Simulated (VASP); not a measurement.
These are LDA (Ceperley-Alder, Perdew-Zunger), VASP's LDA PAW potentials (set 64) (plane waves; VASP) values and carry that method's errors.

VASP ran on this input.

POSCAR:
```
NiSb
1
    3.6015810000     0.0000000000     0.0000000000
   -1.8007900000     3.1190600000     0.0000000000
    0.0000000000     0.0000000000    12.1503880000
Ni Sb
4 4
Direct
  0.3279610000   0.6539440000   0.1248460000
  0.6688800000   0.3365310000   0.6256120000
  0.6633950000   0.3330240000   0.8756860000
  0.3345310000   0.6689030000   0.3770580000
 -0.0065000000   0.0091210000   0.0001630000
  0.0052970000  -0.0024760000   0.4980360000
  0.3383490000   0.6708080000   0.7488930000
  0.6680860000   0.3301440000   0.2497050000
```

KPOINTS:
```
Automatic mesh
0
Gamma
5 5 2
0.5 0.5 0.5
```

### INCAR
```
SYSTEM = NiSb
PREC = Accurate
ENCUT = 300
EDIFF = 1E-6
NELM = 100
ALGO = Normal
LREAL = .FALSE.
LASPH = .TRUE.
ISMEAR = 0
SIGMA = 0.1
LMAXMIX = 4
LWAVE = .FALSE.
LCHARG = .FALSE.
ISIF = 2
ISPIN = 2
MAGMOM = 2.0 2.0 2.0 2.0 0.0 0.0 0.0 0.0
LORBIT = 11
```

POTCAR, in this order: Ni Sb (LDA.64 set). Program: vasp_std.

What VASP printed:

**OUTCAR**
```
 ion  position               nearest neighbor table
   1  0.328  0.654  0.125-   5 2.52   8 2.56   8 2.57   5 2.57   8 2.60   5 2.63   4 3.06
   2  0.669  0.337  0.626-   7 2.56   7 2.56   7 2.57   6 2.58   6 2.59   6 2.62   3 3.04
   3  0.663  0.333  0.876-   5 2.54   7 2.58   7 2.58   5 2.58   5 2.60   7 2.61   2 3.04
   4  0.335  0.669  0.377-   6 2.52   6 2.56   6 2.56   8 2.58   8 2.59   8 2.61   1 3.06
   5  0.993  0.009  0.000-   1 2.52   3 2.54   1 2.57   3 2.58   3 2.60   1 2.63   8 3.64   7 3.67
                             7 3.69   8 3.69   8 3.70   7 3.72
   6  0.005  0.998  0.498-   4 2.52   4 2.56   4 2.56   2 2.58   2 2.59   2 2.62   8 3.66   8 3.67
                             8 3.67   7 3.68   7 3.69   7 3.70
   7  0.338  0.671  0.749-   2 2.56   2 2.56   2 2.57   3 2.58   3 2.58   3 2.61   5 3.67   6 3.68
                             5 3.69   6 3.69   6 3.70   5 3.72
   8  0.668  0.330  0.250-   1 2.56   1 2.57   4 2.58   4 2.59   1 2.60   4 2.61   5 3.64   6 3.66
                             6 3.67   6 3.67   5 3.69   5 3.70
  LATTYP: Found a hexagonal cell.
 ALAT       =     3.6015810000
 C/A-ratio  =     3.3736261936
 Subroutine PRICEL returns:
 Original cell was already a primitive cell.
 Subroutine GETGRP returns: Found  1 space group operations
The static configuration has the point symmetry C_1 .
The dynamic configuration has the point symmetry C_1 .
The overall configuration has the point symmetry C_1 .
 Subroutine INISYM returns: Found  1 space group operations
 Subroutine IBZKPT returns following result:
 Found     75 irreducible k-points:
...
```

### OSZICAR
```
       N       E                     dE             d eps       ncg     rms          rms(c)
DAV:   1     0.302811252762E+03    0.30281E+03   -0.16951E+04 12000   0.101E+03
DAV:   2    -0.271744654465E+02   -0.32999E+03   -0.31738E+03 12320   0.278E+02
DAV:   3    -0.472014293273E+02   -0.20027E+02   -0.19223E+02 14072   0.827E+01
DAV:   4    -0.476999638441E+02   -0.49853E+00   -0.49724E+00 13608   0.129E+01
DAV:   5    -0.477137346707E+02   -0.13771E-01   -0.13769E-01 14712   0.223E+00    0.240E+01
DAV:   6    -0.551009253822E+02   -0.73872E+01   -0.71386E+01 13976   0.106E+02    0.278E+01
DAV:   7    -0.455717584786E+02    0.95292E+01   -0.29447E+01 13336   0.796E+01    0.711E+00
DAV:   8    -0.461250251339E+02   -0.55327E+00   -0.39552E+00 15360   0.127E+01    0.539E+00
DAV:   9    -0.463447388137E+02   -0.21971E+00   -0.19445E+00 15272   0.275E+01    0.560E+00
DAV:  10    -0.461316461653E+02    0.21309E+00   -0.10646E+00 14856   0.221E+01    0.199E+00
DAV:  11    -0.462189803357E+02   -0.87334E-01   -0.24224E-01 17080   0.995E+00    0.231E+00
DAV:  12    -0.462120774192E+02    0.69029E-02   -0.17969E-01 15752   0.105E+01    0.131E+00
DAV:  13    -0.462414733431E+02   -0.29396E-01   -0.81546E-02 17608   0.585E+00    0.131E+00
DAV:  14    -0.462374940190E+02    0.39793E-02   -0.74504E-02 15600   0.616E+00    0.715E-01
DAV:  15    -0.462374417747E+02    0.52244E-04   -0.10146E-02 16896   0.192E+00    0.188E-01
DAV:  16    -0.462373204273E+02    0.12135E-03   -0.21890E-03 18616   0.580E-01    0.712E-02
DAV:  17    -0.462373190329E+02    0.13943E-05   -0.30560E-04 13992   0.207E-01    0.442E-02
DAV:  18    -0.462373139467E+02    0.50862E-05   -0.27156E-05 14072   0.589E-02    0.257E-02
DAV:  19    -0.462373142544E+02   -0.30768E-06   -0.18409E-06  8704   0.135E-02
   1 F= -.46237314E+02 E0= -.46222243E+02  d E =-.301427E-01  mag=     0.0003
```

**OUTCAR**
```
------------------------ aborting loop because EDIFF is reached ----------------------------------------
  FORCE on cell =-STRESS in cart. coord.  units (eV):
  Direction    XX          YY          ZZ          XY          YZ          ZX
  --------------------------------------------------------------------------------------
  Total        0.3204474      0.4034525     -3.6241724     -0.0562763      0.0376510      0.0001664
  in kB        3.7614931      4.7358283    -42.5414578     -0.6605857      0.4419573      0.0019534
  external PRESSURE =     -11.3480455 kB  Pullay stress =       0.0000000 kB
  volume of cell :      136.49
      direct lattice vectors                 reciprocal lattice vectors
     3.601581000  0.000000000  0.000000000     0.277655841  0.160304663  0.000000000
    -1.800790000  3.119060000  0.000000000     0.000000000  0.320609414  0.000000000
     0.000000000  0.000000000 12.150388000     0.000000000  0.000000000  0.082301899
 POSITION                                       TOTAL-FORCE (eV/Angst)
 -----------------------------------------------------------------------------------
      0.00356      2.03969      1.51693        -0.050152      0.219643      0.705553
      1.80300      1.04966      7.60143         0.061618     -0.019505      0.567692
      1.78956      1.03872     10.63992        -0.020822      0.089598     -0.726035
      0.00029      2.08635      4.58140         0.086962     -0.069917     -0.847026
      3.56175      0.02845      0.00198         0.182233     -0.242070     -0.052341
     -1.77725      3.11134      6.05133        -0.106578      0.077903      0.221088
      0.01061      2.09229      9.09934        -0.092672     -0.037930      0.089303
      1.81165      1.02974      3.03401        -0.060589     -0.017722      0.041768
 -----------------------------------------------------------------------------------
    total drift:                               -0.000409      0.000321      0.003404
  FREE ENERGIE OF THE ION-ELECTRON SYSTEM (eV)
  ---------------------------------------------------
  free  energy   TOTEN  =       -46.2373142544 eV

  energy  without entropy=      -46.2071715146  energy(sigma->0) =      -46.22224288

 total charge

# of ion       s       p       d       tot
------------------------------------------
    1        0.482   0.423   8.493   9.398
    2        0.478   0.418   8.491   9.388
    3        0.478   0.417   8.490   9.385
    4        0.485   0.427   8.494   9.406
    5        1.148   1.253   0.079   2.481
    6        1.148   1.255   0.079   2.482
    7        1.163   1.239   0.077   2.480
    8        1.165   1.235   0.076   2.476
--------------------------------------------------
tot          6.548   6.668  34.280  47.497

 magnetization (x)

# of ion       s       p       d       tot
------------------------------------------
    1        0.000   0.000   0.000   0.000
    2        0.000   0.000   0.000   0.000
    3        0.000   0.000   0.000   0.000
    4        0.000   0.000   0.000   0.000
    5        0.000  -0.000   0.000  -0.000
    6        0.000  -0.000   0.000  -0.000
    7        0.000   0.000  -0.000   0.000
    8        0.000   0.000  -0.000   0.000
--------------------------------------------------
tot          0.000   0.000   0.001   0.001
```
(Selected blocks of OUTCAR.)

**OUTCAR**
```
 val. band max:        9.8116924160   @ k =  -0.1000  -0.4000   0.2500

 cond. band min:       9.8416414418   @ k =  -0.2000   0.1000   0.2500


 Fermi energy:         9.8135827626

 spin component 1

 k-point     1 :       0.1000    0.1000    0.2500
  band No.  band energies     occupation
      1      -2.5387      1.00000
      2      -2.0651      1.00000
      3      -1.1679      1.00000
      4      -0.1573      1.00000
      5       3.6998      1.00000
      6       5.2251      1.00000
      7       6.3976      1.00000
      8       6.5215      1.00000
      9       6.6608      1.00000
     10       6.7732      1.00000
     11       6.8961      1.00000
     12       7.0972      1.00000
     13       7.1715      1.00000
     14       7.2375      1.00000
     15       7.3221      1.00000
     16       7.4340      1.00000
     17       7.6676      1.00000
     18       7.7601      1.00000
     19       7.8152      1.00000
     20       7.8539      1.00000
     21       7.9521      1.00000
     22       7.9821      1.00000
     23       8.0980      1.00000
     24       8.1191      1.00000
     25       8.6210      1.00000
     26       8.8497      1.00000
     27       9.8465      0.32099
     28      10.1599      0.00000
     29      10.5549      0.00000
     30      10.8260      0.00000
     31      10.9054      0.00000
     32      11.6346      0.00000
     33      12.0432      0.00000
     34      12.3622      0.00000
     35      12.7837      0.00000
     36      12.8920      0.00000
     37      15.8386      0.00000
     38      16.0527      0.00000
     39      16.1829      0.00000
     40      16.2406      0.00000

 k-point     2 :      -0.1000    0.2000    0.2500
  band No.  band energies     occupation
      1      -2.5387      1.00000
      2      -2.0651      1.00000
      3      -1.1678      1.00000
      4      -0.1573      1.00000
      5       3.7000      1.00000
      6       5.2245      1.00000
...
```

At this cut-off the stress carries a Pulay error, which pulls relaxed volumes low.  Unless said otherwise, spin-orbit coupling is left out, though it shifts the bands of the heavy elements here.

The structure was generated: NiSb was put into an ordered model structure, which need not be its known phase. The cell was not relaxed at this level, atoms are displaced from their ideal sites. The k-mesh is coarse (spacing up to 0.40 per Å, 2π included), so the numbers may not be converged in it. The run is one of a series of settings (KPOINTS 5×5×2 Γ-centred mesh shifted by (0.5, 0.5, 0.5) against the base run), some of them coarse on purpose.
